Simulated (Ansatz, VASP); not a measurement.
# Ta3BiC (Ta3BiC antiperovskite): VASP beside Ansatz

Aim: how closely do two programs agree when they are given the same cell, functional and k mesh? The cell is generated by rule, not measured, and may not be a known phase. The cell is taken from a series of runs on this material, whose earlier steps may have relaxed, scaled, displaced or heated it; both programs get it as it stands.

Main program and level: Ansatz 0.2.0; plane waves, with VASP 6.6.1 beside it; zone-centre phonons at PBE.

The structure was built from a prototype and need not be the compound's stable phase.

**1. The starting structure**

It takes space group Pm-3m (No. 221, cubic). Conventional cell: a = 4.396 Å, b = 4.396 Å, c = 4.396 Å, α = 90.00°, β = 90.00°, γ = 90.00°. Nearest to Bi lie 12 Ta at 3.11 Å. Nearest to Ta lie 2 C at 2.20 Å and 8 Ta at 3.11 Å and 4 Bi at 3.11 Å. C has 6 Ta at 2.20 Å nearest. Farther neighbours are not listed.

**2. Ansatz: zone-centre phonons, PBE**

Ansatz runs on its default PAW (the set named soft_2) files.

Second derivatives magnify differences that forces hide, and they need a tight electronic threshold.

Input file input.yaml:

```yaml
crystal:
  lattice:
    - [4.3958763073, 0.0, 0.0]
    - [0.0, 4.3958763073, 0.0]
    - [0.0, 0.0, 4.3958763073]
  atoms:
    - { symbol: Bi, position: [0.0, 0.0, 0.0] }
    - { symbol: Ta, position: [0.5, 0.5, 0.0] }
    - { symbol: Ta, position: [0.5, 0.0, 0.5] }
    - { symbol: Ta, position: [0.0, 0.5, 0.5] }
    - { symbol: C, position: [0.5, 0.5, 0.5] }
kpoints:
  mp_grid: { grid: [4, 4, 4] }
hamiltonian:
  xc: pbe
scf:
  occupations: { method: methfessel_paxton, width: 0.2 }
output:
  eigenvalues: true
phonons:
  method: dfpt
  qmesh: [2, 2, 2]
  temperatures: { t_max: 1000, t_step: 50 }
  qpath:
    path:
      - [[0.0, 0.0, 0.0], [0.0, 0.5, 0.0], [0.5, 0.5, 0.0], [0.0, 0.0, 0.0], [0.5, 0.5, 0.5], [0.0, 0.5, 0.0]]
      - [[0.5, 0.5, 0.5], [0.5, 0.5, 0.0]]
    npoints: 10
```

On the command line:

```
ansatz run input.yaml --threads 4 --pin off --max-ram 16384MiB --backend cpu --events-out ev --progress --plain --runs-dir out
```

Numbers of over 12 decimals in the logs are rounded to 6 here.

The log of the run:

```text
Engine: ansatz 0.2.0, aarch64-unknown-linux-gnu
Pseudopotentials: kind: paw
Pseudopotential: Bi, paw, valence charge 15, recommended cutoff 420 eV (normal), Bi.paw.azcp
Pseudopotential: Ta, paw, valence charge 13, recommended cutoff 420 eV (normal), Ta.paw.azcp
Pseudopotential: C, paw, valence charge 4, recommended cutoff 420 eV (normal), C.paw.azcp
Functional definition: PBE
  parameter kappa = 0.804
  parameter beta = 0.066725
  exchange = pbe_x(kappa = kappa, mu = beta*pi^2/3)
  correlation = pbe_c(beta = beta)
Crystal: 5 atoms, lattice volume = 84.945 Å³
Basis set: ecut = 420 eV, 1647 PW (Γ), exchange–correlation on 60×60×60 points (8 copies of the dense FFT grid, shifted against one another)
Bands: 35, of which v1, the nominal top of the filled ones, is band 29 counted from 1 (28 counted from 0)
Symmetry: 48 space group operations
k-points: 10 of 64
Non-local potential: Bi, projectors of the file, l = 0: 2, l = 1: 2, l = 2: 2, l = 3: 2
Non-local potential: Ta, projectors of the file, l = 0: 3, l = 1: 2, l = 2: 2, l = 3: 1
Non-local potential: C, projectors of the file, l = 0: 2, l = 1: 2, l = 2: 1
PAW form: soft (Blöchl's): semilocal exchange-correlation on the pseudo side does not see the compensation charge
PAW one-centre angular grid: Bi, 590 points (default); XC on 64 Gauss nodes
PAW one-centre angular grid: Ta, 590 points (default); XC on 64 Gauss nodes
PAW one-centre angular grid: C, 110 points (default); XC on 64 Gauss nodes
Initial density: superposition of atomic densities (neutral atoms: chi_scale 0, normalization atom), corrected by the library's trained network
Initial wavefunctions: pseudopotential atomic-orbital guess
Functional: x = pbe(κ = 0.804, μ = 0.219515), c = pbe(β = 0.066725)
SCF iter   1: F=—  HF=-42442.965470 eV  |F-HF|=—  |Δ(HF+E_count)|=         —  Δρ=4.11e-3  dr2=1.09e-2  ethr=1.77e-3  ⟨swp⟩=5.2  Hψ=1385  notcnv=0
preconditioner: auto → Kerker (q_TF=auto, 2.560 Å⁻¹)  [metal: Δε(μ)=0.067 eV  Ē_g=11.633 eV  σ=0.200 eV  W_gap=0.28  n_scr=26 (ndim 8)  ℏωp=23.5 eV  f_vac=0.000  D(μ)=4.49/eV (n_scr^D=32)]
SCF iter   2: F=—  HF=-42442.963558 eV  |F-HF|=—  |Δ(HF+E_count)|=   1.91e-3  S|Δr|=    0.00e0  Δρ=2.13e-3  dr2=2.70e-3  ethr=1.89e-5  ⟨swp⟩=2.0  Hψ=472  notcnv=0
SCF iter   3: F=—  HF=-42442.963101 eV  |F-HF|=—  |Δ(HF+E_count)|=   4.57e-4  S|Δr|=    0.00e0  Δρ=3.73e-4  dr2=1.06e-4  ethr=4.65e-6  ⟨swp⟩=2.0  Hψ=457  notcnv=0
SCF iter   4: F=—  HF=-42442.963092 eV  |F-HF|=—  |Δ(HF+E_count)|=   9.51e-6  S|Δr|=    0.00e0  Δρ=7.76e-5  dr2=5.65e-6  ethr=1.83e-7  ⟨swp⟩=2.2  Hψ=475  notcnv=0
SCF iter   5: F=—  HF=-42442.963065 eV  |F-HF|=—  |Δ(HF+E_count)|=   2.65e-5  S|Δr|=    0.00e0  Δρ=1.59e-5  dr2=1.82e-7  ethr=9.73e-9  ⟨swp⟩=2.0  Hψ=462  notcnv=0
SCF iter   6: F=—  HF=-42442.963077 eV  |F-HF|=—  |Δ(HF+E_count)|=   1.23e-5  S|Δr|=    0.00e0  Δρ=3.27e-6  dr2=8.42e-9  ethr=3.15e-10  ⟨swp⟩=2.1  Hψ=481  notcnv=0
SCF iter   7: F=—  HF=-42442.963077 eV  |F-HF|=—  |Δ(HF+E_count)|=  7.71e-10  S|Δr|=    0.00e0  Δρ=7.96e-7  dr2=7.09e-10  ethr=1.45e-11  ⟨swp⟩=2.0  Hψ=525  notcnv=0
SCF iter   8: F=-42442.963077 eV  HF=-42442.963077 eV  |F-HF|=7.28e-12  |Δ(HF+E_count)|=  2.76e-10  S|Δr|=    0.00e0  Δρ=1.04e-7  dr2=9.26e-12  ethr=1.00e-12  ⟨swp⟩=6.8  Hψ=1999  notcnv=0
SCF 1 converged in 8 iterations: F = -42442.963077 eV  dr2 = 9.26e-12
  greatest PAW one-centre occupation: 0.999 electrons in one spin orbital (limit 2), on the Ta atom at site 1 (counted from 0), in its partial waves of l = 0
Initial density: read from a saved state, or passed on in memory by an earlier SCF of this step, an earlier step, the calling program or the single point that the run made first
iter 1 solved again at ethr=6.44e-9 eV; its pass at ethr=3.10e-3 eV (dr2=3.73e-6 eV) is discarded
SCF iter   1: F=—  HF=-42442.963080 eV  |F-HF|=—  |Δ(HF+E_count)|=         —  Δρ=1.67e-7  dr2=4.61e-11  ethr=6.44e-9  ⟨swp⟩=4.6  Hψ=2609  notcnv=0
eigensolver tolerance schedule: the retry pair's looser diagonalisation over-reported the residual by 80882.89 of it (diagonalisation noise at 0.20 of the residual, at the tolerance the schedule requests for it); recorded, not acted on — ethr = c·dr2/N_el stays at c = 1.0e-1
preconditioner: auto → Kerker (q_TF=auto, 2.560 Å⁻¹)  [metal: Δε(μ)=0.075 eV  Ē_g=11.633 eV  σ=0.200 eV  W_gap=0.31  n_scr=26 (ndim 8)  ℏωp=23.5 eV  f_vac=0.000  D(μ)=4.50/eV (n_scr^D=32)]
SCF iter   2: F=-42442.963077 eV  HF=-42442.963077 eV  |F-HF|=1.46e-11  |Δ(HF+E_count)|=   2.28e-6  S|Δr|=    0.00e0  Δρ=7.13e-8  dr2=2.69e-12  ethr=1.00e-12  ⟨swp⟩=4.5  Hψ=1678  notcnv=0
SCF 2 converged in 2 iterations: F = -42442.963077 eV  dr2 = 2.69e-12
  greatest PAW one-centre occupation: 0.999 electrons in one spin orbital (limit 2), on the Ta atom at site 3 (counted from 0), in its partial waves of l = 0
phonons: the bands overlap, so this run is a metal and interpolates without the dipole-dipole term. If the crystal is really an insulator or semiconductor, its LO-TO splitting is missing
NSCF: frozen V_eff on 10 k-points
NSCF: frozen V_eff on 27 k-points
DFPT response loops at q = (0, 0, 0) (fractional): preconditioner auto → Kerker (q_TF=auto, 2.560 Å⁻¹) (partly filled bands, converged f_vac=0.000); β = 1.00, the filter's whole step (`scf.mixing.beta` (0.50) is not read by the response loops under this deck's `scf.mixing.preconditioner`; to damp them name `kerker` or `kerker_dos`, under which they read `scf.mixing.beta`, and type it under 1.00, their step now; both keys bind the ground state too); Broyden in place of MSR1
NSCF: frozen V_eff on 54 k-points
DFPT response loops at q = (0, 0, -0.5) (fractional): mixed as the last ones told, above
NSCF: frozen V_eff on 54 k-points
DFPT response loops at q = (0, -0.5, -0.5) (fractional): mixed as the last ones told, above
NSCF: frozen V_eff on 54 k-points
DFPT response loops at q = (-0.5, -0.5, -0.5) (fractional): mixed as the last ones told, above
SCF converged after 8 iterations
Stability not checked: this state was not tested for a lower state beside it, because cold or Methfessel-Paxton smearing, or corrected tetrahedra, fill the levels in a way that the test cannot read (fill_not_monotonic; see scf.lower_state_search)
Free energy (F): -42442.963077 eV
Harris-Foulkes:  -42442.963077 eV  (|F-HF|=7.28e-12)
Internal energy: -42442.978324 eV  (E = F + TS)
E sigma→0 (E₀):  -42442.966889 eV
Entropy (-TS):   0.015246 eV (3.049 meV/atom)
Fermi energy:    17.837198 eV
Step filling:    the computed levels leave a gap of 0.0112 eV = 0.1 smearing widths at the electron count; against every level under it full and every level over it empty, smearing changes F+E_penalty+E_count by +4.178 meV and its σ→0 estimate by +0.367 meV
--- Per-component energies (eV) ---
  E_band       = -329.520948
  E_kinetic    = 1494.218009
  E_local      = -2981.692944  (includes V_loc(G=0)·N_el)
  E_nonlocal   = 631.604731
  E_hartree    = 989.129967
  E_xc         = -854.530668
  E_vxc        = -816.278335  (∫ρ·V_xc dr)
  E_paw        = -35955.317970  (= ΣΔE_a)
  E_vpaw       = -635.632310  (= ΣTr[D̂ρ^β])
  E_aug_tail   = 0.000013  (compensation charges beyond the density's cutoff)
  E_ewald      = -5766.389462
  E_smearing   = 0.015246  (= −TS)
  E_closure    = 0.000000  (closes the sum)
  Σ components = -42442.963077   (vs F -42442.963077, Δ=0.00e0)
--- Band table (eV; the first three rows and the last of 10) ---
  k-point 0: bands = [... 25 lower, 15.1603, 15.1603, 17.5676, 17.5676, 17.5676, 17.8595, 19.1931, 19.1931, ... 2 higher]
  k-point 1: bands = [... 25 lower, 15.3499, 15.3711, 16.3564, 18.2304, 18.2304, 18.6754, 19.3361, 20.2962, ... 2 higher]
  k-point 2: bands = [... 25 lower, 15.5916, 16.4965, 17.5335, 18.1468, 18.2624, 18.8656, 18.8656, 18.9558, ... 2 higher]
  k-point 9: bands = [... 25 lower, 16.9994, 16.9994, 16.9994, 17.6018, 17.6018, 17.6018, 19.1546, 19.9577, ... 2 higher]
--- Phonons (Γ-DFPT): 4 representative perturbations + reference (Σ response iterations 12) ---
  ASR residual: 5.154e-5 → 0.000e0 eV/Å²; symmetrization residual: 2.534e-6 eV/Å²
  ASR residual per site (eV/Å²): 2.61e-5 5.15e-5 5.15e-5 5.15e-5 1.26e-5
  Γ frequencies (cm⁻¹): 0.00 0.00 0.00 94.72 94.72 94.72 96.15 96.15 96.15 127.33 127.33 127.33 591.07 591.07 591.07
--- Phonons (arbitrary-q DFPT): 4 irreducible q on the 2×2×2 mesh ---
  q = [0.0000, 0.0000, 0.0000] (star 1, of the zone-centre solve; hermiticity 2.72e-7, symmetrization 3.67e-13): -0.00 -0.00 0.00 94.72 94.72 94.72 96.15 96.15 96.15 127.33 127.33 127.33 591.07 591.07 591.07
  q = [0.0000, 0.0000, -0.5000] (star 3, 9 solved perturbations in 216 linear systems a pass and spin channel, the states on 27 of 64 k-point pairs; hermiticity 3.78e-7, symmetrization 7.79e-13): -69.43 -69.43 -34.64 -34.64 33.38 56.20 96.07 101.87 101.87 103.92 103.92 122.93 502.67 564.62 564.62
  q = [0.0000, -0.5000, -0.5000] (star 3, 9 solved perturbations in 216 linear systems a pass and spin channel, the states on 27 of 64 k-point pairs; hermiticity 5.92e-7, symmetrization 7.72e-14): -59.11 -39.82 66.49 66.49 76.78 76.78 88.33 97.35 100.17 107.20 107.20 135.16 465.27 465.27 525.21
  q = [-0.5000, -0.5000, -0.5000] (star 1, 4 solved perturbations in 81 linear systems a pass and spin channel, the states on 27 of 64 k-point pairs; hermiticity 5.71e-8, symmetrization 1.54e-12): -88.01 -88.01 -88.01 68.70 68.70 72.12 72.12 72.12 125.32 125.32 125.32 162.47 413.18 413.18 413.18
  sum rule: each row above includes the acoustic sum rule's correction from the zone centre's row sums; it moved no ω² by more than (0.53 cm⁻¹)²
  mesh force constants: q→R imaginary residual 5.47e-18; ASR residual 5.154e-5 → 0.000e0 eV/Å²; symmetrization residual 1.243e-14 eV/Å²
  interpolated dispersion: 62 rows × 15 modes
  density of states and harmonic sums: on the 14×14×14 q-mesh, interpolated from the force constants of a 2×2×2 supercell (no non-analytic term)
  largest difference from the sums on the solved wave vectors: F 1.86e-1 eV, S 2.35e-4 and C_V 6.20e-5 eV/K
  zero-point energy: 0.147218 eV/cell   skipped modes (ω ≤ 0): 298, of them read as no rigid motion or as one in doubt: 295 (2.428e0 modes/cell left out, lowest -88.01 cm⁻¹)   left out of the sums: 1.62e-1 of the cell's modes: C_V's classical limit lies that fraction below 3 k_B per atom; for a crystal, a wire or a layer, F and S can be off by more, and a phonons.interpolated_qmesh denser along its periods is the remedy for the sampling
```

Reading the cycles: dr2 is the Hartree energy of the density residual (eV), the measure of convergence; HF is the Harris–Foulkes estimate of the energy, which meets the free energy F at convergence.

(Part 1 of 3 ends here.)

[Lines on the potential files, build, host, timing and source positions are cut from VASP's logs without a mark.]

[Logs are printed without paths, hosts, clocks, repeated set-up lines and the standing remarks that a program may print on its own settings, such as how far it seeks lower states.]

[Hosts, paths, dates, database ids (printed as entryN), source tags and the programs' standing remarks are cut or masked in the printed files.]
